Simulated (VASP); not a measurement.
Consider the following.

```
CELL_PARAMETERS angstrom
      5.74560     0.00000     0.00000
      0.00000     5.74560     0.00000
      0.00000     0.00000     5.74560
ATOMIC_POSITIONS crystal
  Zn 0.00000 0.00000 0.00000
  Zn 0.50000 0.50000 0.00000
  Zn 0.50000 0.00000 0.50000
  Se 0.26142 0.23858 0.23858
  Se 0.73858 0.76142 0.23858
  Se 0.73858 0.23858 0.76142
  Se 0.26142 0.76142 0.76142
  Cd 0.00000 0.50000 0.50000
```

All values below come from PBEsol GGA, VASP's PBE PAW potentials (set 64) (plane waves; VASP). Numerical set-up: 400 eV cut-off, Gaussian smearing of 0.050 eV, potentials Zn Se Cd.

Give the energies of bands 28 to 41 at the high-symmetry points, in eV from the valence-band maximum.

```json
[
 {"band": "28", "Γ": "-2.20", "X": "-2.84", "M": "-3.97", "R": "-4.92"},
 {"band": "29", "Γ": "-2.20", "X": "-2.67", "M": "-2.67", "R": "-1.10"},
 {"band": "30", "Γ": "-2.20", "X": "-2.67", "M": "-2.42", "R": "-1.10"},
 {"band": "31", "Γ": "-2.13", "X": "-2.64", "M": "-2.40", "R": "-0.90"},
 {"band": "32", "Γ": "-2.13", "X": "-2.64", "M": "-2.40", "R": "-0.90"},
 {"band": "33", "Γ": "-2.13", "X": "-1.36", "M": "-1.21", "R": "-0.90"},
 {"band": "34", "Γ": "0.00", "X": "-1.36", "M": "-0.84", "R": "-0.66"},
 {"band": "35", "Γ": "0.00", "X": "-1.04", "M": "-0.76", "R": "-0.66"},
 {"band": "36", "Γ": "0.00", "X": "-1.04", "M": "-0.76", "R": "-0.66"},
 {"band": "37", "Γ": "0.98", "X": "3.58", "M": "3.81", "R": "2.35"},
 {"band": "38", "Γ": "2.89", "X": "3.71", "M": "3.81", "R": "2.35"},
 {"band": "39", "Γ": "2.89", "X": "3.92", "M": "3.98", "R": "2.35"},
 {"band": "40", "Γ": "2.89", "X": "4.05", "M": "4.38", "R": "2.56"},
 {"band": "41", "Γ": "3.17", "X": "5.27", "M": "5.69", "R": "6.08"}
]
```

The gap is direct, 0.98 eV, from the valence maximum at Γ to the conduction minimum at Γ.

The structure was generated: CdZn3Se4 was put into an ordered model structure (P-43m), which need not be its known phase. It was relaxed first.
